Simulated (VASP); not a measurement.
Given:

```
CELL_PARAMETERS angstrom
      4.53202     0.00000     0.00000
      0.00000     6.40925     0.00000
      0.00000     0.00000    23.92319
ATOMIC_POSITIONS crystal
  Na 0.00000 0.00000 0.35792
  Na 0.50000 0.50000 0.45264
  Na 0.00000 0.00000 0.54736
  Na 0.50000 0.50000 0.64208
  I  0.50000 0.00000 0.45264
  I  0.00000 0.50000 0.35792
  I  0.50000 0.00000 0.64208
  I  0.00000 0.50000 0.54736
```

All values below come from PBEsol GGA, VASP's PBE PAW potentials (set 64) (plane waves; VASP). Settings: PREC = Normal, EDIFF = 1E-5, 400 eV cut-off, 5×3×1 Γ-centred mesh, Gaussian smearing of 0.050 eV, potentials Na_pv I.

The ions are relaxed. Predict the relaxed structure.

```
CELL_PARAMETERS angstrom
      4.53202     0.00000     0.00000
      0.00000     6.40925     0.00000
      0.00000     0.00000    23.92319
ATOMIC_POSITIONS crystal
  Na 0.00000 0.00000 0.37046
  Na 0.50000 0.50000 0.44374
  Na 0.00000 0.00000 0.55626
  Na 0.50000 0.50000 0.62954
  I  0.50000 0.00000 0.45681
  I  0.00000 0.50000 0.35433
  I  0.50000 0.00000 0.64567
  I  0.00000 0.50000 0.54319
```

How much energy does the relaxation gain?

The energy (σ→0) changes by -13.2 meV/atom, in 12 ionic steps.

```json
[
 {"step": "1", "E(σ→0) (eV)": "-21.7745", "max force (eV/Å)": "0.284", "pressure (GPa)": "-0.30", "volume (Å³)": "694.89"},
 {"step": "2", "E(σ→0) (eV)": "-21.7862", "max force (eV/Å)": "0.253", "pressure (GPa)": "-0.29", "volume (Å³)": "694.89"},
 {"step": "3", "E(σ→0) (eV)": "-21.8142", "max force (eV/Å)": "0.187", "pressure (GPa)": "-0.27", "volume (Å³)": "694.89"},
 {"step": "4", "E(σ→0) (eV)": "-21.8365", "max force (eV/Å)": "0.148", "pressure (GPa)": "-0.19", "volume (Å³)": "694.89"},
 {"step": "5", "E(σ→0) (eV)": "-21.8367", "max force (eV/Å)": "0.131", "pressure (GPa)": "-0.19", "volume (Å³)": "694.89"},
 {"step": "6", "E(σ→0) (eV)": "-21.8436", "max force (eV/Å)": "0.121", "pressure (GPa)": "-0.17", "volume (Å³)": "694.89"},
 {"step": "7", "E(σ→0) (eV)": "-21.8526", "max force (eV/Å)": "0.103", "pressure (GPa)": "-0.18", "volume (Å³)": "694.89"},
 {"step": "8", "E(σ→0) (eV)": "-21.8652", "max force (eV/Å)": "0.073", "pressure (GPa)": "-0.13", "volume (Å³)": "694.89"},
 {"step": "9", "E(σ→0) (eV)": "-21.8571", "max force (eV/Å)": "0.196", "pressure (GPa)": "-0.06", "volume (Å³)": "694.89"},
 {"step": "10", "E(σ→0) (eV)": "-21.8670", "max force (eV/Å)": "0.109", "pressure (GPa)": "-0.13", "volume (Å³)": "694.89"},
 {"step": "11", "E(σ→0) (eV)": "-21.8757", "max force (eV/Å)": "0.062", "pressure (GPa)": "-0.13", "volume (Å³)": "694.89"},
 {"step": "12", "E(σ→0) (eV)": "-21.8800", "max force (eV/Å)": "0.015", "pressure (GPa)": "-0.15", "volume (Å³)": "694.89"}
]
```

The cell is a thin slab with vacuum, built from NaI (rock salt): (110) face.
